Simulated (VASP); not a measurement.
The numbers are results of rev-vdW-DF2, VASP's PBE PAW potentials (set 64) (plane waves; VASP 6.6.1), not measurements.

A VASP calculation is set up with these files.

POSCAR:
```
HfN
1
    0.0000000000     2.2118251649     2.2118251649
    2.2118251649     0.0000000000     2.2118251649
    2.2118251649     2.2118251649     0.0000000000
Hf N
1 1
Direct
  0.0000000000   0.0000000000   0.0000000000
  0.5000000000   0.5000000000   0.5000000000
```

### INCAR
```
! general
SYSTEM  =HfN
PREC    =Accurate
ENCUT   =520
LREAL   =F   ! projection in real space or not
LASPH   =T

! electronic loop
EDIFF   =1E-7
NELM    =100
ALGO    =Normal
LMAXMIX =6   ! l cut-off of mixed one-centre charges

! smearing
ISMEAR  =1   ! Methfessel-Paxton
SIGMA   =0.1   ! width (eV)

! functional
GGA     =MK
LUSE_VDW=T
AGGAC   =0.0
PARAM1  =0.1234568
PARAM2  =0.7114
ZAB_VDW =-1.8867

! ions
ISIF    =2   ! forces and stress, cell fixed

! output
LWAVE   =F
LCHARG  =F
```

KPOINTS:
```
K-points
0
G
14 14 14
```

POTCAR, in this order: Hf_pv N (PBE.64 set). Program: vasp_std.

Output

### OSZICAR
```
       N       E                     dE             d eps       ncg     rms          rms(c)
DAV:   1     0.437274685782E+02    0.43727E+02   -0.83589E+03  2288   0.130E+03
DAV:   2    -0.194767631058E+02   -0.63204E+02   -0.59552E+02  3031   0.259E+02
DAV:   3    -0.217334697597E+02   -0.22567E+01   -0.22278E+01  2936   0.424E+01
DAV:   4    -0.217512346521E+02   -0.17765E-01   -0.17707E-01  2747   0.374E+00
DAV:   5    -0.217514769062E+02   -0.24225E-03   -0.24215E-03  2917   0.333E-01    0.559E+01
DAV:   6    -0.187579260218E+02    0.29936E+01   -0.15409E+01  2676   0.289E+01    0.457E+01
DAV:   7    -0.187163800922E+02    0.41546E-01   -0.67478E-01  2564   0.747E+00    0.279E+01
DAV:   8    -0.187058383261E+02    0.10542E-01   -0.98212E-02  2706   0.296E+00    0.604E+00
DAV:   9    -0.186974237667E+02    0.84146E-02   -0.51316E-02  2684   0.157E+00    0.166E+00
DAV:  10    -0.186970109204E+02    0.41285E-03   -0.22070E-03  2690   0.415E-01    0.363E-01
DAV:  11    -0.186970128416E+02   -0.19212E-05   -0.24296E-04  2829   0.140E-01    0.798E-02
DAV:  12    -0.186970090836E+02    0.37581E-05   -0.16582E-05  2739   0.392E-02    0.354E-02
DAV:  13    -0.186970089064E+02    0.17712E-06   -0.67757E-07  2681   0.889E-03    0.258E-03
DAV:  14    -0.186970089040E+02    0.24415E-08   -0.13230E-08  1477   0.105E-03
   1 F= -.18697009E+02 E0= -.18696865E+02  d E =-.432685E-03
```

File OUTCAR:
```
------------------------ aborting loop because EDIFF is reached ----------------------------------------
  FORCE on cell =-STRESS in cart. coord.  units (eV):
  Direction    XX          YY          ZZ          XY          YZ          ZX
  --------------------------------------------------------------------------------------
  Total        2.6946495      2.6946495      2.6946495      0.0000000      0.0000000     -0.0000000
  in kB      199.4942993    199.4942993    199.4942993      0.0000000      0.0000000     -0.0000000
  external PRESSURE =     199.4942993 kB  Pullay stress =       0.0000000 kB
  volume of cell :       21.64
      direct lattice vectors                 reciprocal lattice vectors
     0.000000000  2.211825165  2.211825165    -0.226057650  0.226057650  0.226057650
     2.211825165  0.000000000  2.211825165     0.226057650 -0.226057650  0.226057650
     2.211825165  2.211825165  0.000000000     0.226057650  0.226057650 -0.226057650
 POSITION                                       TOTAL-FORCE (eV/Angst)
 -----------------------------------------------------------------------------------
      0.00000      0.00000      0.00000        -0.000000      0.000000     -0.000000
      2.21183      2.21183      2.21183         0.000000     -0.000000      0.000000
 -----------------------------------------------------------------------------------
    total drift:                                0.000000     -0.000000     -0.000000
  FREE ENERGIE OF THE ION-ELECTRON SYSTEM (eV)
  ---------------------------------------------------
  free  energy   TOTEN  =       -18.6970089040 eV

  energy  without entropy=      -18.6965762195  energy(sigma->0) =      -18.69686468
```
(Selected blocks of OUTCAR.)

The compound is HfN in the rock salt structure. This cell is one point of a volume scan, at 0.94 of the reference volume. The electron count is odd and the run is not spin-polarised, which forces a metal.
